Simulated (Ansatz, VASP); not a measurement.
# SiC (Moissanite 3C) in two plane-wave programs

One calculation is typed for both programs; each brings its own data sets. How far apart do they land? The cell is taken from a series of runs on this material, whose earlier steps may have relaxed, scaled, displaced or heated it; both programs get it as it stands.

Calculated with Ansatz 0.2.0; plane waves, with VASP 6.6.1 beside it; relaxation of cell and atoms at LDA.

**1. Starting point**

Symmetry: F-43m, No. 216, cubic system. Conventional cell: a = 4.329 Å, b = 4.329 Å, c = 4.329 Å, α = 90.00°, β = 90.00°, γ = 90.00°. Si has 4 C at 1.87 Å nearest. Nearest to C lie 4 Si at 1.87 Å. Farther neighbours are not listed.

Structure file:

```cif
data_structure
_symmetry_space_group_name_H-M 'F-43m'
_symmetry_Int_Tables_number 216
_cell_length_a 4.3290
_cell_length_b 4.3290
_cell_length_c 4.3290
_cell_angle_alpha 90.000
_cell_angle_beta 90.000
_cell_angle_gamma 90.000
_cell_volume 81.12
loop_
_atom_site_label
_atom_site_type_symbol
_atom_site_symmetry_multiplicity
_atom_site_Wyckoff_symbol
_atom_site_fract_x
_atom_site_fract_y
_atom_site_fract_z
_atom_site_occupancy
Si1 Si 4 a 0.00000 0.00000 0.00000 1
C1 C 4 d 0.25000 0.25000 0.75000 1
```

**2. Ansatz: relaxation of cell and atoms, LDA**

Ansatz runs on its default PAW (the set named soft_2) files.

The relaxed volume is the usual yardstick between codes: in a stiff, nearly cubic crystal its relative difference is about their pressure difference at one cell divided by the bulk modulus.

The input, input.yaml:

```yaml
crystal:
  lattice:
    - [0.0, 2.1644841273, 2.1644841273]
    - [2.1644841273, 0.0, 2.1644841273]
    - [2.1644841273, 2.1644841273, 0.0]
  atoms:
    - { symbol: Si, position: [0.0, 0.0, 0.0] }
    - { symbol: C, position: [0.25, 0.25, 0.25] }
kpoints:
  mp_grid: { grid: [12, 12, 12] }
hamiltonian:
  xc: lda
scf:
  occupations: { method: fixed }
output:
  forces: true
  stress: true
  eigenvalues: true
relax:
  adjacent_minimum: "off"
  f_tol: 0.001
  max_steps: 60
  cell: { stress_tol: 0.01 }
```

On the command line:

```sh
$ ansatz run input.yaml --threads 16 --pin off --max-ram 30720MiB --backend cpu --events-out ev --progress --plain --runs-dir out
```

Numbers of over 12 decimals in the logs are rounded to 6 here.

What it wrote:

```text
Engine: ansatz 0.2.0, aarch64-unknown-linux-gnu
Pseudopotentials: kind: paw
Pseudopotential: Si, paw, valence charge 4, recommended cutoff 420 eV (normal), Si.paw.azcp
Pseudopotential: C, paw, valence charge 4, recommended cutoff 420 eV (normal), C.paw.azcp
Functional definition: SPW92
  exchange = slater_x
  correlation = pw_c
Crystal: 2 atoms, lattice volume = 20.281 Å³
Basis set: ecut = 420 eV, 411 PW (Γ)
Bands: 8, of which v1, the nominal top of the filled ones, is band 4 counted from 1 (3 counted from 0)
Symmetry: 24 space group operations
Space group: F-43m (ITA 216), of the structure as read, at distance tolerance 2.7e-5 Å
k-points: 72 of 1728 (time reversal used)
Non-local potential: Si, projectors of the file, l = 0: 2, l = 1: 2, l = 2: 2
Non-local potential: C, projectors of the file, l = 0: 2, l = 1: 2, l = 2: 1
PAW form: soft (Blöchl's): semilocal exchange-correlation on the pseudo side does not see the compensation charge
PAW frozen core: Si, regenerated for the run's functional, and the local potential with it (the file was generated under x = pbe(κ = 0.804, μ = 0.219515), c = pbe(β = 0.066725))
PAW frozen core: C, regenerated for the run's functional, and the local potential with it (the file was generated under x = pbe(κ = 0.804, μ = 0.219515), c = pbe(β = 0.066725))
PAW one-centre angular grid: Si, 110 points (default); XC on 64 Gauss nodes
PAW one-centre angular grid: C, 110 points (default); XC on 64 Gauss nodes
Initial density: superposition of atomic densities (neutral atoms: chi_scale 0, normalization atom), corrected by the library's trained network
Initial wavefunctions: pseudopotential atomic-orbital guess
Functional: x = slater, c = lda
SCF iter   1: F=—  HF=-852.204246 eV  |F-HF|=—  |Δ(HF+E_count)|=         —  Δρ=7.56e-3  dr2=1.16e-2  ethr=1.77e-3  ⟨swp⟩=4.7  Hψ=4073  notcnv=0  defer=119
preconditioner: auto → none  [insulator: Δε(μ)=1.229 eV  Ē_g=14.069 eV  n_scr=0 (ndim 8)  ℏωp=23.3 eV  f_vac=0.000  ε∞_Penn≈3.7]
SCF iter   2: F=—  HF=-852.201082 eV  |F-HF|=—  |Δ(HF+E_count)|=   3.16e-3  Δρ=3.47e-3  dr2=1.14e-3  ethr=1.45e-4  ⟨swp⟩=2.3  Hψ=1357  notcnv=0  defer=134
SCF iter   3: F=—  HF=-852.200776 eV  |F-HF|=—  |Δ(HF+E_count)|=   3.06e-4  Δρ=1.46e-3  dr2=1.69e-4  ethr=1.43e-5  ⟨swp⟩=2.5  Hψ=939  notcnv=0  defer=134
SCF iter   4: F=—  HF=-852.200735 eV  |F-HF|=—  |Δ(HF+E_count)|=   4.11e-5  Δρ=2.97e-4  dr2=7.47e-6  ethr=2.11e-6  ⟨swp⟩=1.0  Hψ=576  notcnv=0  defer=17
SCF iter   5: F=—  HF=-852.200735 eV  |F-HF|=—  |Δ(HF+E_count)|=   2.44e-7  Δρ=2.30e-5  dr2=4.73e-8  ethr=9.33e-8  ⟨swp⟩=1.3  Hψ=654  notcnv=0
SCF iter   6: F=-852.200735 eV  HF=-852.200735 eV  |F-HF|=6.57e-11  |Δ(HF+E_count)|=   8.67e-9  Δρ=1.43e-6  dr2=1.39e-10  ethr=5.91e-10  ⟨swp⟩=3.9  Hψ=3082  notcnv=0
SCF 1 converged in 6 iterations: F = -852.200735 eV  dr2 = 1.39e-10
  greatest PAW one-centre occupation: 0.640 electrons in one spin orbital (limit 2), on the C atom at site 1 (counted from 0), in its partial waves of l = 0
relax step   1: F+E_penalty+E_count = -852.20073480 eV  Δ(F+E_penalty+E_count) = +0.000e0 eV  max|allowed force component| = 4.441e-16 eV/Å  Δτ_max = 0.0000 Å  P = +0.002 GPa  Ω = 20.281 Å³  (6 SCF iters, dr2 threshold 1.00e-7 eV, accepted)
Initial density: handed on by an earlier stage of this run
Initial wavefunctions: pseudopotential atomic-orbital guess (no wavefunctions were taken with the density)
iter 1 solved again at ethr=1.84e-7 eV; its pass at ethr=3.10e-3 eV (dr2=1.47e-5 eV) is discarded
SCF iter   1: F=—  HF=-852.200736 eV  |F-HF|=—  |Δ(HF+E_count)|=         —  Δρ=1.55e-6  dr2=1.61e-10  ethr=1.84e-7  ⟨swp⟩=2.6  Hψ=5621  notcnv=0  defer=138
eigensolver tolerance schedule: the retry pair's looser diagonalisation over-reported the residual by 91363.11 of it (diagonalisation noise at an unbounded share of the residual, at the tolerance the schedule requests for it); recorded, not acted on — ethr = c·dr2/N_el stays at c = 1.0e-1
preconditioner: auto → none  [insulator: Δε(μ)=1.301 eV  Ē_g=14.098 eV  n_scr=0 (ndim 8)  ℏωp=23.3 eV  f_vac=0.000  ε∞_Penn≈3.7]
SCF iter   2: F=—  HF=-852.200735 eV  |F-HF|=—  |Δ(HF+E_count)|=   1.28e-6  Δρ=6.65e-7  dr2=3.18e-11  ethr=2.02e-12  ⟨swp⟩=2.9  Hψ=1042  notcnv=0  defer=20
SCF iter   3: F=—  HF=-852.200735 eV  |F-HF|=—  |Δ(HF+E_count)|=  1.86e-11  Δρ=1.58e-7  dr2=3.16e-12  ethr=3.97e-13 (applied; sched 1.00e-12)  ⟨swp⟩=2.0  Hψ=844  notcnv=0  defer=20
SCF iter   4: F=-852.200735 eV  HF=-852.200735 eV  |F-HF|=0.00e0  |Δ(HF+E_count)|=  2.27e-13  Δρ=5.50e-8  dr2=3.28e-13  ethr=1.00e-12  ⟨swp⟩=6.9  Hψ=3023  notcnv=0
SCF 2 converged in 4 iterations: F = -852.200735 eV  dr2 = 3.28e-13
relax step   2: F+E_penalty+E_count = -852.20073480 eV  Δ(F+E_penalty+E_count) = -9.777e-12 eV  max|allowed force component| = 4.071e-16 eV/Å  Δτ_max = 0.0000 Å  P = +0.002 GPa  Ω = 20.281 Å³  stress off target by 1.57e-3 GPa  SCF on the basis re-selected at this cell (its energy is not comparable with the rows above)  (4 SCF iters)
basis re-selected at this cell: Δ(F+E_penalty+E_count) = -9.777e-12 eV, ΔP = +0.000 GPa vs the last step (what re-selecting the basis moved, of the pressure what is left beyond the Pulay correction that the steps carried, after the strain that the cell walked since its last selection, with what the two solves' SCF thresholds leave and, on support functions, any second-order correction that the steps lacked; it is no  [...]
SCF converged after 4 iterations
Free energy (F): -852.200735 eV
Harris-Foulkes:  -852.200735 eV  (|F-HF|=0.00e0)
Internal energy: -852.200735 eV  (E = F + TS)
E sigma→0 (E₀):  -852.200735 eV
Fermi energy:    9.497009 eV
--- Per-component energies (eV) ---
  E_band       = 28.653436
  E_kinetic    = 136.795968
  E_local      = -105.055036  (includes V_loc(G=0)·N_el)
  E_nonlocal   = 54.185210
  E_hartree    = 31.578080
  E_xc         = -105.073473
  E_vxc        = -109.834536  (∫ρ·V_xc dr)
  E_paw        = -578.085012  (= ΣΔE_a)
  E_vpaw       = -10.594341  (= ΣTr[D̂ρ^β])
  E_aug_tail   = 0.000016  (compensation charges beyond the density's cutoff)
  E_ewald      = -286.693651
  E_core_change = 0.147163  (= ΣΔE_core)
  E_smearing   = -0.000000  (= −TS)
  E_closure    = -0.000000  (closes the sum)
  Σ components = -852.200735   (vs F -852.200735, Δ=0.00e0)
--- Forces (eV/Å), atoms counted from 1 ---
  atom   1  Si     0.00000000    -0.00000000    -0.00000000
  atom   2  C     -0.00000000    -0.00000000     0.00000000
  max |Σ_I F_I| component: 2.22e-16 eV/Å
--- Stress (GPa, compression-positive) ---
        0.001571      -0.000000      -0.000000
       -0.000000       0.001571       0.000000
        0.000000       0.000000       0.001571
  P = ⅓ Tr σ = 0.0016 GPa (0.016 kbar)
--- Band table (eV; the first three rows and the last of 72) ---
  k-point 0: bands = ["-5.9792", "9.4970", "9.4970", "9.4970", "16.0002", "16.8350", "16.8350", "16.8350"]
  k-point 1: bands = ["-5.8408", "8.7773", "9.4016", "9.4016", "16.1852", "17.0122", "17.0122", "17.0225"]
  k-point 2: bands = ["-5.4292", "7.1308", "9.1647", "9.1647", "15.9754", "17.3538", "17.3538", "17.9551"]
  k-point 71: bands = ["-0.5280", "2.4340", "4.3886", "4.7119", "14.6650", "19.0243", "19.0452", "19.2100"]
--- Relaxed structure (1 steps of the walk, 1 accepted, 1 SCFs on fresh bases) ---
  F+E_penalty+E_count = -852.20073480 eV   max|allowed force component| = 4.071e-16 eV/Å   (the final SCF, on the basis selected at the relaxed cell)
  cell:  # Å, volume = 20.2812 Å³
    - [0.0, 2.1644841273, 2.1644841273]
    - [2.1644841273, 0.0, 2.1644841273]
    - [2.1644841273, 2.1644841273, 0.0]
  atoms:
    - { symbol: Si, position: [0.0, 0.0, 0.0] }
    - { symbol: C, position: [0.25, 0.25, 0.25] }
```

**3. VASP: relaxation of cell and atoms, LDA**

The same cell, functional (in two slightly different forms) and mesh now go to VASP, with its own data sets.

Lines of VASP's logs that name or quote its potential files are left out, and so is its time.

The input, INCAR:

```
SYSTEM = SiC
PREC = Accurate
ENCUT = 600
EDIFF = 1E-07
NELM = 120
ISMEAR = 0
SIGMA = 0.01
LREAL = .FALSE.
ALGO = Normal
GGA = CA
NBANDS = 10
LORBIT = 11
LWAVE = .FALSE.
LCHARG = .FALSE.
ISIF = 3
IBRION = 2
NSW = 80
EDIFFG = -0.005
LASPH = .TRUE.
GGA_COMPAT = .FALSE.
NELMIN = 4
EFERMI = MIDGAP
```

The input, POSCAR:

```
SiC
1.0
    0.0000000000      2.1644840000      2.1644840000
    2.1644840000      0.0000000000      2.1644840000
    2.1644840000      2.1644840000      0.0000000000
Si C
1 1
Direct
    0.0000000000      0.0000000000      0.0000000000
    0.2500000000      0.2500000000      0.2500000000
```

The input, KPOINTS:

```
Automatic mesh
0
Gamma
12 12 12
0 0 0
```

The projector-augmented-wave data sets are Si and C (LDA family, release 64).

On the command line:

```sh
$ mpirun -np 1 vasp_std
```

What it wrote:

```text
[banner, memory and clock lines left out]
running    1 mpi-ranks, on    1 nodes
 distrk:  each k-point on    1 cores,    1 groups
 distr:  one band on    1 cores,    1 groups

 POSCAR found type information on POSCAR SiC
 POSCAR found :  2 types and       2 ions
 LDA part: xc-table for (Slater(with rela. corr.)+CA(PZ))
 , standard interpolation
 POSCAR, INCAR and KPOINTS ok, starting setup
 FFT: planning ... GRIDC
 FFT: planning ... GRID_SOFT
 FFT: planning ... GRID
 WAVECAR not read
 entering main loop
       N       E                     dE             d eps       ncg     rms          rms(c)
DAV:   1     0.435750405013E+01    0.43575E+01   -0.43155E+03  1496   0.758E+02
DAV:   2    -0.180510822127E+02   -0.22409E+02   -0.21415E+02  1900   0.120E+02
DAV:   3    -0.187365676873E+02   -0.68549E+00   -0.68361E+00  1700   0.182E+01
DAV:   4    -0.187397957481E+02   -0.32281E-02   -0.32278E-02  1678   0.153E+00
DAV:   5    -0.187398104483E+02   -0.14700E-04   -0.14700E-04  1688   0.962E-02    0.927E+00
DAV:   6    -0.167412596259E+02    0.19986E+01   -0.75476E+00  1506   0.132E+01    0.408E+00
DAV:   7    -0.166656861594E+02    0.75573E-01   -0.39315E-01  1696   0.392E+00    0.182E+00
DAV:   8    -0.166451098928E+02    0.20576E-01   -0.27195E-02  1520   0.107E+00    0.178E-01
DAV:   9    -0.166447457986E+02    0.36409E-03   -0.18103E-03  1764   0.249E-01    0.952E-02
DAV:  10    -0.166447602251E+02   -0.14427E-04   -0.11222E-04  1534   0.711E-02    0.319E-02
DAV:  11    -0.166447606495E+02   -0.42439E-06   -0.30601E-06  1712   0.120E-02    0.134E-02
DAV:  12    -0.166447604231E+02    0.22641E-06   -0.68137E-07  1492   0.428E-03    0.598E-04
DAV:  13    -0.166447604223E+02    0.78262E-09   -0.28227E-08   756   0.116E-03
   1 F= -.16644760E+02 E0= -.16644760E+02  d E =-.166448E+02
 curvature:   0.00 expect dE= 0.000E+00 dE for cont linesearch  0.000E+00
 trial: gam= 0.00000 g(F)=  0.708E-47 g(S)=  0.721E-04 ort = 0.000E+00 (trialstep = 0.100E+01)
 search vector abs. value=  0.721E-04
 bond charge predicted
       N       E                     dE             d eps       ncg     rms          rms(c)
DAV:   1    -0.166447902447E+02   -0.29822E-04   -0.13786E-03  1452   0.262E-01    0.418E-02
DAV:   2    -0.166447636670E+02    0.26578E-04   -0.65613E-05  1472   0.462E-02    0.209E-02
DAV:   3    -0.166447579838E+02    0.56832E-05   -0.87577E-06  1562   0.182E-02    0.582E-03
DAV:   4    -0.166447570083E+02    0.97546E-06   -0.14110E-06  1524   0.586E-03    0.202E-03
DAV:   5    -0.166447569845E+02    0.23855E-07   -0.38796E-08   748   0.135E-03
   2 F= -.16644757E+02 E0= -.16644757E+02  d E =0.343787E-05
 trial-energy change:    0.000003  1 .order    0.000003   -0.000072    0.000079
 step:   0.4771(harm=  0.4771)  dis= 0.00000  next Energy=   -16.644778 (dE=-0.172E-04)
 bond charge predicted
       N       E                     dE             d eps       ncg     rms          rms(c)
DAV:   1    -0.166447867507E+02   -0.29742E-04   -0.37688E-04  1450   0.137E-01    0.218E-02
DAV:   2    -0.166447794209E+02    0.73298E-05   -0.18014E-05  1470   0.242E-02    0.109E-02
DAV:   3    -0.166447778717E+02    0.15492E-05   -0.23930E-06  1558   0.949E-03    0.305E-03
DAV:   4    -0.166447776111E+02    0.26058E-06   -0.38456E-07  1490   0.306E-03    0.106E-03
DAV:   5    -0.166447776058E+02    0.53417E-08   -0.10642E-08   736   0.708E-04
   3 F= -.16644778E+02 E0= -.16644778E+02  d E =-.171834E-04
 curvature:  -0.24 expect dE=-0.242E-10 dE for cont linesearch -0.242E-10
 trial: gam= 0.00000 g(F)=  0.367E-48 g(S)=  0.102E-09 ort =-0.856E-07 (trialstep = 0.895E+00)
 search vector abs. value=  0.202E-09
 reached required accuracy - stopping structural energy minimisation
```

OUTCAR, selected parts (step 3):

```text
ion  position               nearest neighbor table
   1  0.000  0.000  0.000-   2 1.87   2 1.87   2 1.87   2 1.87
   2  0.250  0.250  0.250-   1 1.87   1 1.87   1 1.87   1 1.87

  LATTYP: Found a face centered cubic cell.
 ALAT       =     4.3289680000

 Subroutine GETGRP returns: Found 24 space group operations
 (whereof 24 operations were pure point group operations)

The static configuration has the point symmetry T_d .

 Found     72 irreducible k-points:

   k-points           NKPTS =     72   k-points in BZ     NKDIM =     72   number of bands    NBANDS=     10

   dimension x,y,z NGX =    24 NGY =   24 NGZ =   24
   dimension x,y,z NGXF=    48 NGYF=   48 NGZF=   48

   ENCUT  =  600.0 eV  44.10 Ry    6.64 a.u.   6.11  6.11  6.11*2*pi/ulx,y,z

   NELECT =       8.0000    total number of electrons

 k-points in reciprocal lattice and weights: Automatic mesh
   0.00000000  0.00000000  0.00000000       0.001
   0.08333333  0.00000000  0.00000000       0.005
   0.16666667  0.00000000  0.00000000       0.005
   0.25000000  0.00000000  0.00000000       0.005
   0.33333333  0.00000000  0.00000000       0.005
   0.41666667  0.00000000  0.00000000       0.005
   0.50000000  0.00000000  0.00000000       0.002
   0.08333333  0.08333333  0.00000000       0.003
   0.16666667  0.08333333  0.00000000       0.014
[...]
-0.33333333  0.50000000  0.16666667       0.007
  -0.25000000  0.50000000  0.25000000       0.003

 average (electrostatic) potential at core
       1 -81.6680       2 -48.7630

 E-fermi :   8.9224

 k-point     1 :       0.0000    0.0000    0.0000
  band No.  band energies     occupation
      1      -7.1864      2.00000
      2       8.2779      2.00000
      3       8.2779      2.00000
      4       8.2779      2.00000
      5      14.7934      0.00000
      6      15.6020      0.00000
      7      15.6020      0.00000
      8      15.6020      0.00000
      9      22.8489      0.00000
    ...

 k-point     2 :       0.0833    0.0000    0.0000
  band No.  band energies     occupation
      1      -7.0482      2.00000
      2       7.5579      2.00000
      3       8.1820      2.00000
      4       8.1820      2.00000
      5      14.9717      0.00000
      6      15.7791      0.00000
      7      15.7791      0.00000
      8      15.7959      0.00000
      9      22.0787      0.00000
    ...

 k-point     3 :       0.1667    0.0000    0.0000
  band No.  band energies     occupation
      1      -6.6370      2.00000
      2       5.9128      2.00000
      3       7.9452      2.00000
      4       7.9452      2.00000
      5      14.7546      0.00000
      6      16.1210      0.00000
      7      16.1210      0.00000
      8      16.7365      0.00000
      9      21.2725      0.00000
    ...

  Total       -0.0000375     -0.0000375     -0.0000375     -0.0000000     -0.0000000     -0.0000000
  in kB       -0.0029571     -0.0029571     -0.0029571     -0.0000000     -0.0000000     -0.0000000
  external PRESSURE =      -0.0029571 kB  Pullay stress =       0.0000000 kB

  energy-cutoff  :      600.00
  volume of cell :       20.30
      direct lattice vectors                 reciprocal lattice vectors
     0.000000000  2.165270237  2.165270237    -0.230918059  0.230918059  0.230918059
     2.165270237  0.000000000  2.165270237     0.230918059 -0.230918059  0.230918059
     2.165270237  2.165270237  0.000000000     0.230918059  0.230918059 -0.230918059

 POSITION                                       TOTAL-FORCE (eV/Angst)
 -----------------------------------------------------------------------------------
      0.00000      0.00000      0.00000         0.000000      0.000000      0.000000
      1.08264      1.08264      1.08264        -0.000000     -0.000000     -0.000000
 -----------------------------------------------------------------------------------
    total drift:                                0.000000      0.000000      0.000000

  FREE ENERGIE OF THE ION-ELECTRON SYSTEM (eV)
  ---------------------------------------------------
  free  energy   TOTEN  =       -16.6447776058 eV

  energy  without entropy=      -16.6447776058  energy(sigma->0) =      -16.64477761

 reached required accuracy - stopping structural energy minimisation

 total charge
# of ion       s       p       d       tot
------------------------------------------
    1        0.714   0.997   0.000   1.711
    2        0.829   1.729   0.000   2.558
--------------------------------------------------
tot          1.543   2.726   0.000   4.269

[... 3 further parts left out ...]
```

**4. Differences**

Known differences besides the potentials themselves: the two LDA forms differ slightly; fixed occupations in Ansatz, narrow Gaussian smearing in VASP; the cutoff is 420 eV in Ansatz and 600 eV in VASP; VASP's log shows a relativistic correction to its local exchange, Ansatz's none; Ansatz adds a Pulay correction to the stress that steers its cell, VASP none. Total energies have different zeros and are not compared.

Both answers:

```
                                         quantity  Ansatz   VASP  difference
                                      volume (Å³)   20.28  20.30     -0.11 %
edge a after relaxation, in the typed setting (Å)   3.061  3.062     -0.04 %
```

**5. What came out**

* difference in volume (relaxation of cell and atoms, LDA): -0.11 %

The difference in volume is -0.11 % (relaxation of cell and atoms, LDA), within the 1.2 % picked in this series as the mark of a large difference, as far as the stopping tolerances let one tell. How closely two codes agree says nothing of how well the functional describes the real material.

[Lines on the potential files, build, host, timing and source positions are cut from VASP's logs without a mark.]

[Logs are printed without paths, hosts, clocks, repeated set-up lines and the standing remarks that a program may print on its own settings, such as how far it seeks lower states.]

[Hosts, paths, dates, database ids (printed as entryN), source tags and the programs' standing remarks are cut or masked in the printed files.]
